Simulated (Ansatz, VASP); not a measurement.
# Two plane-wave programs on Na3TeBr

```xyz
5
Lattice="5.9525 0.0000 0.0000 0.0000 5.9525 0.0000 0.0000 0.0000 5.9525" Properties=species:S:1:pos:R:3 pbc="T T T"
Br    0.0000    0.0000    0.0000
Te    2.9763    2.9763    2.9763
Na    2.9763    2.9763    0.0000
Na    2.9763    0.0000    2.9763
Na    0.0000    2.9763    2.9763
```

The cell comes from a database or a generator and needn't be the stable form of this composition.

Alike in both runs: task single point; functional LDA; k mesh 4 × 4 × 4; occupations gaussian, width 0.05 eV; no spin polarisation.

```csv
,VASP,Ansatz
version,VASP 6.6.1,Ansatz 0.2.0
potentials or method,"VASP PAW LDA potentials, release 64 (Br, Te, Na_pv)","scalar-relativistic, plane waves, PAW"
plane-wave cutoff (eV),520,420
valence electrons in the cell,34,50
```

VASP gave:

```
gap on the k mesh at the Fermi level (eV) : 2.12
least direct gap on the mesh (eV)         : 2.12
pressure (GPa)                            : -1.8
```

Q: Which values does Ansatz return?

A: gap on the k mesh at the Fermi level (eV): 2.11; least direct gap on the mesh (eV): 2.11; pressure (GPa): -1.8.

The two sets of potentials don't hold the same shells in valence.

Caveats: spin-orbit coupling is left out, which moves the levels of the heavy elements. As with any semilocal functional, this LDA gap is likely too small.
